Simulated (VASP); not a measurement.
Input:

```
CELL_PARAMETERS angstrom
     -1.38324     1.38324     4.68295
      1.38324    -1.38324     4.68295
      1.38324     1.38324    -4.68295
ATOMIC_POSITIONS crystal
  Rh 0.75000 0.75000 0.00000
  Rh 0.50000 0.00000 0.50000
  B  0.16600 0.16600 0.00000
  B  0.91600 0.41600 0.50000
```

Method: PBE GGA, VASP's PBE PAW potentials (set 64) (plane waves; VASP). Numerical set-up: EDIFF = 1E-3, 520 eV cut-off, 14×14×14 Γ-centred mesh, first-order Methfessel-Paxton smearing of 0.10 eV, potentials Rh_pv B.

Question: What does the run give for the energy per atom (σ→0), pressure, band gap (on the k-mesh) with the smallest direct gap where there is one?

Answer: 
| Item | Value |
|---|---|
| band gap (on the k-mesh) | none (metal, semimetal or under 0.01 eV) |
| energy per atom (σ→0) | -7.016 eV/atom |
| pressure | 56.44 GPa |

Only differences to runs with the same potentials and settings are physical.

The structure was generated: BRh was put into the NbAs type (I4_1md), which need not be its known phase. The cell was not relaxed at this level. The run is one of a series of settings (EDIFF = 1E-3 against the base run), some of them coarse on purpose.
